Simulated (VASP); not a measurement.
Given:

```
CdF2
1.0
    0.00000     2.64003     2.64003
    2.64003     0.00000     2.64003
    2.64003     2.64003     0.00000
Cd F
1 2
Direct
  0.00000   0.00000   0.00000
  0.25000   0.25000   0.25000
  0.75000   0.75000   0.75000
```

These are HSE06 screened hybrid, VASP's PBE PAW potentials (set 64) (plane waves; VASP) values and carry that method's errors. Numerical set-up: 400 eV cut-off, 5×5×5 Γ-centred mesh, Gaussian smearing of 0.010 eV, potentials Cd F.

At this cut-off the stress carries a Pulay error, which pulls relaxed volumes low.

**Question.** Give the stress tensor in GPa (positive for a compressed cell).

**Answer.** 
```
1.18  0.00  0.00
0.00  1.18  0.00
0.00  0.00  1.18
```
The pressure is its mean diagonal, 1.18 GPa.

The structure comes from a computed database's CdF2 entry; how it stands against other phases isn't given here. The cell was not relaxed at this level.
